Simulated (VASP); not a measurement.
VASP ran on this input.

POSCAR:
```
CaS
1
    0.0000000000     2.5060077471     2.5060077471
    2.5060077471     0.0000000000     2.5060077471
    2.5060077471     2.5060077471     0.0000000000
Ca S
1 1
Direct
  1.0000000000   1.0000000000   0.0000000000
  0.5000000000   0.5000000000   0.5000000000
```

INCAR:
```
ALGO=Normal
EDIFF=1E-6
EDIFFG=-0.02
ENCUT=500
GGA=PS
IBRION=2
ISIF=3
ISMEAR=0
LASPH=.TRUE.
LCHARG=.FALSE.
LREAL=.FALSE.
LWAVE=.FALSE.
NELM=100
NSW=40
PREC=Accurate
PSTRESS=450
SIGMA=0.05
SYSTEM=CaS
```

### KPOINTS
```
Automatic mesh
0
Gamma
  9 9 9
```

POTCAR, in this order: Ca_sv S (PBE.64 set). Program: vasp_std.

Translate this PBEsol calculation to Ansatz.

One equivalent input (not run):
Ansatz 0.2 input:
```yaml
crystal:
  lattice:
    - [0.0000000, 2.5060077, 2.5060077]
    - [2.5060077, 0.0000000, 2.5060077]
    - [2.5060077, 2.5060077, 0.0000000]
  atoms:
    - { symbol: Ca, position: [1.0000000, 1.0000000, 0.0000000] }
    - { symbol: S, position: [0.5000000, 0.5000000, 0.5000000] }
kpoints:
  mp_grid: { grid: [9, 9, 9] }
hamiltonian:
  xc: pbesol
  pseudopotentials: { kind: paw }
scf:
  occupations: { method: gaussian, width: 0.05 }
  max_iter: 100
relax:
  max_steps: 40
  f_tol: 0.02
  cell: { p_target: 45 }
output: { forces: true, stress: true, eigenvalues: true }
```
What does not carry over: each code has its own PAW files, so the cut-off isn't converted (ENCUT is set for VASP's; basis.ecutwfc is left out, and Ansatz then takes the one that its files recommend); Ansatz stops its SCF on the density residual and VASP on the energy change (EDIFF).

The structure was generated: CaS was put into the rock salt type (Fm-3m), which need not be its known phase. It was relaxed first under an external pressure of 45 GPa.
